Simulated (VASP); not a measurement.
# SnSe: convergence with the plane-wave cutoff and precision settings, part 2 of 4

A convergence test on SnSe: the plane-wave cutoff and precision settings. The series runs use PBE. The start is a computed cell from the Materials Project.

VASP 6.6.1; PBE; plane waves and PAW (Sn_d, Se).

Still holding for the runs below: Spin-orbit coupling is off here; it can split and shift levels that hold much weight on Sn by tenths of an eV or more.

So far. Step 5 (Plane-wave cutoff: ENCUT = 240): Against the run before the energy moves by -10.83 meV an atom and the pressure by +2.23 GPa, after 14 cycles in 5.4 s.

## Step 6: Plane-wave cutoff: ENCUT = 280

Contents of INCAR:

```
SYSTEM = SnSe
PREC = Accurate
ENCUT = 280
EDIFF = 1E-06
NELM = 100
ISMEAR = -1
SIGMA = 0.05
LREAL = .FALSE.
ALGO = Normal
GGA = PE
NBANDS = 49
LORBIT = 11
LWAVE = .FALSE.
LCHARG = .FALSE.
KPAR = 4
NCORE = 2
ISIF = 2
```

Contents of POSCAR:

```
SnSe
1.0
   11.6644585000      0.0000000000      0.0000000000
    0.0000000000      4.1262509500      0.0000000000
    0.0000000000      0.0000000000      4.7009074500
Sn Se
4 4
Direct
    0.6187868500      0.7500000000      0.3765543000
    0.8812131500      0.2500000000      0.8765543000
    0.3812131500      0.2500000000      0.6234457000
    0.1187868500      0.7500000000      0.1234457000
    0.1485530300      0.2500000000      0.5091818000
    0.6485530300      0.2500000000      0.9908182000
    0.3514469700      0.7500000000      0.0091818000
    0.8514469700      0.7500000000      0.4908182000
```

Contents of KPOINTS:

```
Automatic mesh
0
Gamma
2 6 5
0 0 0
```

PAW data sets: Sn_d and Se (PBE family, release 64).

The run is started by

```
> mpirun -np 8 vasp_std
```

The program printed:

```text
[... set-up lines as in an earlier step ...]
 entering main loop
       N       E                     dE             d eps       ncg     rms          rms(c)
DAV:   1     0.682907478202E+03    0.68291E+03   -0.26798E+04  2400   0.141E+03
DAV:   2     0.725804717024E+02   -0.61033E+03   -0.59101E+03  2400   0.419E+02
DAV:   3    -0.280921040976E+02   -0.10067E+03   -0.96362E+02  2908   0.162E+02
DAV:   4    -0.334354309198E+02   -0.53433E+01   -0.52807E+01  2756   0.386E+01
[...]
DAV:  12    -0.328128664985E+02    0.12672E-04   -0.38515E-05  2876   0.293E-02    0.727E-03
DAV:  13    -0.328128678992E+02   -0.14007E-05   -0.64438E-06  2255   0.112E-02    0.232E-03
DAV:  14    -0.328128679053E+02   -0.61737E-08   -0.52106E-07  1537   0.613E-03
   1 F= -.32812868E+02 E0= -.32812856E+02  d E =-.248044E-04
```

Elapsed: 7.2 s, on 8 MPI ranks of Intel Xeon 6975P-C (Granite Rapids), shared host; peak memory 1.6 GiB.

OUTCAR, selected parts (step 6):

```text
  Total        1.5443100      1.8189782      1.1998035      0.0000000      0.0000000      0.0000000
  in kB       10.9356131     12.8806022      8.4960835      0.0000000      0.0000000      0.0000000
  external PRESSURE =      10.7707663 kB  Pullay stress =       0.0000000 kB

 POSITION                                       TOTAL-FORCE (eV/Angst)
 -----------------------------------------------------------------------------------
      7.21781      3.09469      1.77015        -0.140895      0.000000      0.156405
     10.27887      1.03156      4.12060         0.140895     -0.000000      0.156405
      4.44664      1.03156      2.93076         0.140895     -0.000000     -0.156405
      1.38558      3.09469      0.58031        -0.140895     -0.000000     -0.156405
      1.73279      1.03156      2.39362        -0.117990      0.000000      0.169363
      7.56502      1.03156      4.65774        -0.117990      0.000000     -0.169363
      4.09944      3.09469      0.04316         0.117990      0.000000      0.169363
      9.93167      3.09469      2.30729         0.117990      0.000000     -0.169363
 -----------------------------------------------------------------------------------
    total drift:                               -0.000000     -0.000000      0.000000

  FREE ENERGIE OF THE ION-ELECTRON SYSTEM (eV)
  ---------------------------------------------------
  free  energy   TOTEN  =       -32.8128679053 eV

  energy  without entropy=      -32.8128431010  energy(sigma->0) =      -32.81285550

[... 1 part as in an earlier step ...]

[... 2 further parts left out ...]
[key lines of the parts left out:]
E-fermi :   5.0973
```

Against the run before the energy moves by -1.10 meV an atom and the pressure by +0.42 GPa, after 14 cycles in 7.2 s.

## Step 7: Plane-wave cutoff: ENCUT = 310

Edit INCAR of step 6 so:

```diff
@@ -2,3 +2,3 @@
 PREC = Accurate
-ENCUT = 280
+ENCUT = 310
 EDIFF = 1E-06
```

POSCAR is that of step 6.

KPOINTS is that of step 6.

The run is started by

```
> mpirun -np 8 vasp_std
```

The program printed:

```text
[... set-up lines as in an earlier step ...]
 entering main loop
       N       E                     dE             d eps       ncg     rms          rms(c)
DAV:   1     0.710648707890E+03    0.71065E+03   -0.28245E+04  2458   0.151E+03
DAV:   2     0.772393694802E+02   -0.63341E+03   -0.61473E+03  2424   0.448E+02
DAV:   3    -0.274242821296E+02   -0.10466E+03   -0.99863E+02  2849   0.170E+02
DAV:   4    -0.333921353034E+02   -0.59679E+01   -0.58938E+01  2731   0.426E+01
[...]
DAV:  12    -0.328138669482E+02    0.12740E-04   -0.37890E-05  2932   0.302E-02    0.717E-03
DAV:  13    -0.328138683213E+02   -0.13731E-05   -0.65488E-06  2261   0.110E-02    0.218E-03
DAV:  14    -0.328138683219E+02   -0.55479E-09   -0.49039E-07  1560   0.597E-03
   1 F= -.32813868E+02 E0= -.32813856E+02  d E =-.247867E-04
```

Wall time 8.2 s (8 MPI ranks); peak memory 1.7 GiB; 61 s of CPU time.

Parts of OUTCAR (step 7):

```text
  Total        1.3110728      1.5811713      0.9616439      0.0000000      0.0000000      0.0000000
  in kB        9.2840072     11.1966365      6.8096208      0.0000000      0.0000000      0.0000000
  external PRESSURE =       9.0967548 kB  Pullay stress =       0.0000000 kB

 POSITION                                       TOTAL-FORCE (eV/Angst)
 -----------------------------------------------------------------------------------
      7.21781      3.09469      1.77015        -0.140893      0.000000      0.156262
     10.27887      1.03156      4.12060         0.140893     -0.000000      0.156262
      4.44664      1.03156      2.93076         0.140893     -0.000000     -0.156262
      1.38558      3.09469      0.58031        -0.140893      0.000000     -0.156262
      1.73279      1.03156      2.39362        -0.117749     -0.000000      0.169402
      7.56502      1.03156      4.65774        -0.117749     -0.000000     -0.169402
      4.09944      3.09469      0.04316         0.117749     -0.000000      0.169402
      9.93167      3.09469      2.30729         0.117749     -0.000000     -0.169402
 -----------------------------------------------------------------------------------
    total drift:                               -0.000000      0.000000      0.000000

  FREE ENERGIE OF THE ION-ELECTRON SYSTEM (eV)
  ---------------------------------------------------
  free  energy   TOTEN  =       -32.8138683219 eV

  energy  without entropy=      -32.8138435352  energy(sigma->0) =      -32.81385593

[... 1 part as in an earlier step ...]

[... 2 further parts left out ...]
[key lines of the parts left out:]
E-fermi :   5.0972
```

Against the run before the energy moves by -0.13 meV an atom and the pressure by -0.17 GPa, after 14 cycles in 8.2 s.

## Step 8: Plane-wave cutoff: ENCUT = 390

Edit INCAR of step 7 so:

```diff
@@ -2,3 +2,3 @@
 PREC = Accurate
-ENCUT = 310
+ENCUT = 390
 EDIFF = 1E-06
```

POSCAR is that of step 7.

KPOINTS is that of step 7.

The run is started by

```
> mpirun -np 8 vasp_std
```

The program printed:

```text
[... set-up lines as in an earlier step ...]
 entering main loop
       N       E                     dE             d eps       ncg     rms          rms(c)
DAV:   1     0.789478433753E+03    0.78948E+03   -0.31463E+04  2474   0.174E+03
DAV:   2     0.977162493029E+02   -0.69176E+03   -0.67013E+03  2384   0.516E+02
DAV:   3    -0.258657005550E+02   -0.12358E+03   -0.11890E+03  2842   0.187E+02
DAV:   4    -0.333434209302E+02   -0.74777E+01   -0.73754E+01  2766   0.483E+01
[...]
DAV:  12    -0.328165097918E+02    0.13470E-04   -0.40916E-05  2963   0.343E-02    0.703E-03
DAV:  13    -0.328165110946E+02   -0.13028E-05   -0.67858E-06  2228   0.112E-02    0.199E-03
DAV:  14    -0.328165111198E+02   -0.25177E-07   -0.49408E-07  1520   0.589E-03
   1 F= -.32816511E+02 E0= -.32816499E+02  d E =-.248100E-04
```

Run time: 13 s. Hardware: 8 MPI ranks; peak memory 1.8 GiB.

OUTCAR, selected parts (step 8):

```text
  Total        1.5700525      1.8461760      1.2416386      0.0000000      0.0000000      0.0000000
  in kB       11.1179018     13.0731960      8.7923279      0.0000000      0.0000000      0.0000000
  external PRESSURE =      10.9944753 kB  Pullay stress =       0.0000000 kB

 POSITION                                       TOTAL-FORCE (eV/Angst)
 -----------------------------------------------------------------------------------
      7.21781      3.09469      1.77015        -0.141991     -0.000000      0.155882
     10.27887      1.03156      4.12060         0.141991      0.000000      0.155882
      4.44664      1.03156      2.93076         0.141991     -0.000000     -0.155882
      1.38558      3.09469      0.58031        -0.141991      0.000000     -0.155882
      1.73279      1.03156      2.39362        -0.117578      0.000000      0.169347
      7.56502      1.03156      4.65774        -0.117578      0.000000     -0.169347
      4.09944      3.09469      0.04316         0.117578      0.000000      0.169347
      9.93167      3.09469      2.30729         0.117578      0.000000     -0.169347
 -----------------------------------------------------------------------------------
    total drift:                               -0.000000      0.000000     -0.000000

  FREE ENERGIE OF THE ION-ELECTRON SYSTEM (eV)
  ---------------------------------------------------
  free  energy   TOTEN  =       -32.8165111198 eV

  energy  without entropy=      -32.8164863097  energy(sigma->0) =      -32.81649871

[... 1 part as in an earlier step ...]

[... 2 further parts left out ...]
[key lines of the parts left out:]
E-fermi :   5.0975
```

Against the run before the energy moves by -0.33 meV an atom and the pressure by +0.19 GPa, after 14 cycles in 13 s.

## Step 9: Plane-wave cutoff: ENCUT = 480

Edit INCAR of step 8 so:

```diff
@@ -2,3 +2,3 @@
 PREC = Accurate
-ENCUT = 390
+ENCUT = 480
 EDIFF = 1E-06
```

POSCAR is that of step 8.

KPOINTS is that of step 8.

The run is started by

```
> mpirun -np 8 vasp_std
```

The program printed:

```text
[... set-up lines as in an earlier step ...]
 entering main loop
       N       E                     dE             d eps       ncg     rms          rms(c)
DAV:   1     0.846250388088E+03    0.84625E+03   -0.35122E+04  2504   0.196E+03
DAV:   2     0.111579424161E+03   -0.73467E+03   -0.71214E+03  2360   0.571E+02
DAV:   3    -0.241024747662E+02   -0.13568E+03   -0.12969E+03  2829   0.198E+02
DAV:   4    -0.332589833500E+02   -0.91565E+01   -0.90183E+01  2726   0.530E+01
[...]
DAV:  12    -0.328180840899E+02    0.13787E-04   -0.41080E-05  2970   0.347E-02    0.702E-03
DAV:  13    -0.328180854402E+02   -0.13503E-05   -0.69762E-06  2184   0.111E-02    0.195E-03
DAV:  14    -0.328180854926E+02   -0.52347E-07   -0.47178E-07  1550   0.558E-03
   1 F= -.32818085E+02 E0= -.32818073E+02  d E =-.248051E-04
```

Elapsed: 16 s, on 8 MPI ranks; peak memory 2.1 GiB.

From OUTCAR (step 9):

```text
  Total        1.6624464      1.9338707      1.3262822      0.0000000     -0.0000000      0.0000000
  in kB       11.7721642     13.6941822      9.3917086      0.0000000     -0.0000000      0.0000000
  external PRESSURE =      11.6193517 kB  Pullay stress =       0.0000000 kB

 POSITION                                       TOTAL-FORCE (eV/Angst)
 -----------------------------------------------------------------------------------
      7.21781      3.09469      1.77015        -0.142338     -0.000000      0.156408
     10.27887      1.03156      4.12060         0.142338     -0.000000      0.156408
      4.44664      1.03156      2.93076         0.142338     -0.000000     -0.156408
      1.38558      3.09469      0.58031        -0.142338      0.000000     -0.156408
      1.73279      1.03156      2.39362        -0.117724      0.000000      0.169614
      7.56502      1.03156      4.65774        -0.117724      0.000000     -0.169614
      4.09944      3.09469      0.04316         0.117724      0.000000      0.169614
      9.93167      3.09469      2.30729         0.117724      0.000000     -0.169614
 -----------------------------------------------------------------------------------
    total drift:                               -0.000000      0.000000     -0.000000

  FREE ENERGIE OF THE ION-ELECTRON SYSTEM (eV)
  ---------------------------------------------------
  free  energy   TOTEN  =       -32.8180854926 eV

  energy  without entropy=      -32.8180606875  energy(sigma->0) =      -32.81807309

[... 1 part as in an earlier step ...]

[... 2 further parts left out ...]
[key lines of the parts left out:]
E-fermi :   5.0975
```

Against the run before the energy moves by -0.20 meV an atom and the pressure by +0.06 GPa, after 14 cycles in 16 s.

## Step 10: The plane-wave cutoff series as a table

This step: convergence of PBE results with the cutoff; plane waves and PAW (VASP 6.6.1).

This step runs nothing: it gathers the runs above.

Differences are taken from the run with ENCUT = 480. Results of the series, by row:

```tsv
setting	status	energy less the reference (meV/atom)	pressure (GPa)	largest force difference (meV/Å)	gap (eV)	SCF cycles	wall time (s)
ENCUT = 140	converged	3666	-189.2	313.1	0.8587	14	3.2
ENCUT = 180	converged	228.4	-26.44	24.55	0.8437	14	4
ENCUT = 220	converged	12.58	-1.58	11.04	0.8399	14	5.4
ENCUT = 240	converged	1.751	0.6534	4.208	0.84	14	5.4
ENCUT = 280	converged	0.6522	1.077	1.443	0.8402	14	7.2
ENCUT = 310	converged	0.5271	0.9097	1.445	0.8403	14	8.2
ENCUT = 390	converged	0.1968	1.099	0.526	0.8402	14	12.6
ENCUT = 480	converged	0	1.162	0	0.8402	14	15.6
```

## Step 11: Precision settings: PREC = Low

This step: PBE; plane waves and PAW (Sn_d, Se) (VASP 6.6.1).

PREC sets the FFT grids, and LREAL, ADDGRID and LASPH trade speed for accuracy.

Edit INCAR of step 9 so:

```diff
@@ -1,4 +1,4 @@
 SYSTEM = SnSe
-PREC = Accurate
-ENCUT = 480
+PREC = Low
+ENCUT = 400
 EDIFF = 1E-06
```

POSCAR is that of step 9.

KPOINTS is that of step 9.

The run is started by

```
> mpirun -np 8 vasp_std
```

The program printed:

```text
[... set-up lines as in an earlier step ...]
 entering main loop
       N       E                     dE             d eps       ncg     rms          rms(c)
DAV:   1     0.786799918676E+03    0.78680E+03   -0.32214E+04  2504   0.176E+03
DAV:   2     0.963977629511E+02   -0.69040E+03   -0.67025E+03  2376   0.516E+02
DAV:   3    -0.258560506924E+02   -0.12225E+03   -0.11715E+03  2859   0.187E+02
DAV:   4    -0.333560612269E+02   -0.75000E+01   -0.73933E+01  2762   0.484E+01
DAV:   5    -0.335988273001E+02   -0.24277E+00   -0.24228E+00  2789   0.915E+00    0.644E+00
DAV:   6    -0.328381936239E+02    0.76063E+00   -0.14118E+00  3271   0.573E+00    0.403E+00
DAV:   7    -0.328328425557E+02    0.53511E-02   -0.58096E-01  2997   0.259E+00    0.159E+00
DAV:   8    -0.328312207147E+02    0.16218E-02   -0.54042E-02  3103   0.150E+00    0.344E-01
DAV:   9    -0.328316327848E+02   -0.41207E-03   -0.80757E-03  2941   0.593E-01    0.115E-01
DAV:  10    -0.328317834059E+02   -0.15062E-03   -0.86483E-04  2838   0.142E-01    0.595E-02
DAV:  11    -0.328318661020E+02   -0.82696E-04   -0.25868E-04  3201   0.864E-02    0.210E-02
DAV:  12    -0.328318522496E+02    0.13852E-04   -0.40451E-05  2983   0.332E-02    0.686E-03
DAV:  13    -0.328318536047E+02   -0.13551E-05   -0.66901E-06  2232   0.109E-02    0.196E-03
DAV:  14    -0.328318536293E+02   -0.24596E-07   -0.44080E-07  1548   0.555E-03
   1 F= -.32831854E+02 E0= -.32831841E+02  d E =-.247491E-04
```

Run time: 7.6 s. Hardware: 8 MPI ranks; peak memory 1.3 GiB; 55 s of CPU time.

Parts of OUTCAR (step 11):

```text
   ENCUT  =  400.0 eV  29.40 Ry    5.42 a.u.  19.02  6.73  7.67*2*pi/ulx,y,z

   NELECT =      80.0000    total number of electrons

 E-fermi :   5.0982

 k-point     1 :       0.0000    0.0000    0.0000
  band No.  band energies     occupation
    ...
     36       3.0381      2.00000
     37       3.3876      2.00000
     38       3.9238      2.00000
     39       4.0949      2.00000
     40       4.5698      1.99995
     41       5.7683      0.00000
     42       7.3786      0.00000
     43       7.4922      0.00000
     44       7.5697      0.00000
     45       7.8149      0.00000
    ...

  Total        1.7575298      1.9399272      1.5072899      0.0000000      0.0000000      0.0000000
  in kB       12.4454714     13.7370696     10.6734657      0.0000000      0.0000000      0.0000000
  external PRESSURE =      12.2853356 kB  Pullay stress =       0.0000000 kB

 POSITION                                       TOTAL-FORCE (eV/Angst)
 -----------------------------------------------------------------------------------
      7.21781      3.09469      1.77015        -0.132682     -0.000000      0.156806
     10.27887      1.03156      4.12060         0.132682      0.000000      0.156806
      4.44664      1.03156      2.93076         0.132682     -0.000000     -0.156806
      1.38558      3.09469      0.58031        -0.132682      0.000000     -0.156806
      1.73279      1.03156      2.39362        -0.116816      0.000000      0.168994
      7.56502      1.03156      4.65774        -0.116816      0.000000     -0.168994
      4.09944      3.09469      0.04316         0.116816      0.000000      0.168994
      9.93167      3.09469      2.30729         0.116816      0.000000     -0.168994
 -----------------------------------------------------------------------------------
    total drift:                               -0.000000     -0.000000      0.000000

  FREE ENERGIE OF THE ION-ELECTRON SYSTEM (eV)
  ---------------------------------------------------
  free  energy   TOTEN  =       -32.8318536293 eV

  energy  without entropy=      -32.8318288802  energy(sigma->0) =      -32.83184125

[... 6 parts as in an earlier step ...]

[... 10 further parts left out ...]
```

Numbers from this step:

* free energy (TOTEN): -32.83 eV
* pressure: 1.229 GPa
* gap on the k-mesh: 0.8404 eV

The series starts at -4.1040 eV an atom and 1.23 GPa, after 14 cycles in 7.6 s.

## Step 12: Precision settings: PREC = Medium

Edit INCAR of step 11 so:

```diff
@@ -1,3 +1,3 @@
 SYSTEM = SnSe
-PREC = Low
+PREC = Medium
 ENCUT = 400
```

POSCAR is that of step 11.

KPOINTS is that of step 11.

The run is started by

```
> mpirun -np 8 vasp_std
```

The program printed:

```text
[... set-up lines as in an earlier step ...]
 entering main loop
       N       E                     dE             d eps       ncg     rms          rms(c)
DAV:   1     0.786802865358E+03    0.78680E+03   -0.32214E+04  2504   0.176E+03
DAV:   2     0.964051864425E+02   -0.69040E+03   -0.67024E+03  2376   0.516E+02
DAV:   3    -0.258473555748E+02   -0.12225E+03   -0.11715E+03  2859   0.187E+02
DAV:   4    -0.333472603851E+02   -0.74999E+01   -0.73932E+01  2762   0.484E+01
[...]
DAV:  12    -0.328206132386E+02    0.13808E-04   -0.40305E-05  2983   0.333E-02    0.686E-03
DAV:  13    -0.328206145832E+02   -0.13447E-05   -0.66869E-06  2232   0.109E-02    0.196E-03
DAV:  14    -0.328206146084E+02   -0.25197E-07   -0.44121E-07  1548   0.554E-03
   1 F= -.32820615E+02 E0= -.32820602E+02  d E =-.247933E-04
```

It took 7.6 s on 8 MPI ranks; peak memory 1.4 GiB; 56 s of CPU time.

From OUTCAR (step 12):

```text
  Total        1.5213480      1.9258095      1.3321231      0.0000000     -0.0000000      0.0000000
  in kB       10.7730145     13.6370987      9.4330693      0.0000000     -0.0000000      0.0000000
  external PRESSURE =      11.2810608 kB  Pullay stress =       0.0000000 kB

 POSITION                                       TOTAL-FORCE (eV/Angst)
 -----------------------------------------------------------------------------------
      7.21781      3.09469      1.77015        -0.142170      0.000000      0.150779
     10.27887      1.03156      4.12060         0.142170      0.000000      0.150779
      4.44664      1.03156      2.93076         0.142170      0.000000     -0.150779
      1.38558      3.09469      0.58031        -0.142170     -0.000000     -0.150779
      1.73279      1.03156      2.39362        -0.118450      0.000000      0.171143
      7.56502      1.03156      4.65774        -0.118450      0.000000     -0.171143
      4.09944      3.09469      0.04316         0.118450      0.000000      0.171143
      9.93167      3.09469      2.30729         0.118450      0.000000     -0.171143
 -----------------------------------------------------------------------------------
    total drift:                               -0.000000      0.000000      0.000000

  FREE ENERGIE OF THE ION-ELECTRON SYSTEM (eV)
  ---------------------------------------------------
  free  energy   TOTEN  =       -32.8206146084 eV

  energy  without entropy=      -32.8205898151  energy(sigma->0) =      -32.82060221

[... 2 parts as in an earlier step ...]

[... 1 further part left out ...]
[key lines of the parts left out:]
E-fermi :   5.0976
```

Against the first of the series the energy moves by +1.40 meV an atom and the pressure by -0.10 GPa, after 14 cycles in 7.6 s.

(Part 2 of 4 ends here.)

[Lines on the potential files, build, host, timing and source positions are cut from VASP's logs without a mark.]

[Logs are printed without paths, hosts, clocks, repeated set-up lines and the standing remarks that a program may print on its own settings, such as how far it seeks lower states.]

[Hosts, paths, dates, database ids (printed as entryN), source tags and the programs' standing remarks are cut or masked in the printed files.]

[A measured line is paired with the nearest computed mode of its activity, which favours agreement.]

[In band tables of VASP the shares of atoms and orbitals are scaled to a sum of 1 inside the atoms' spheres.]
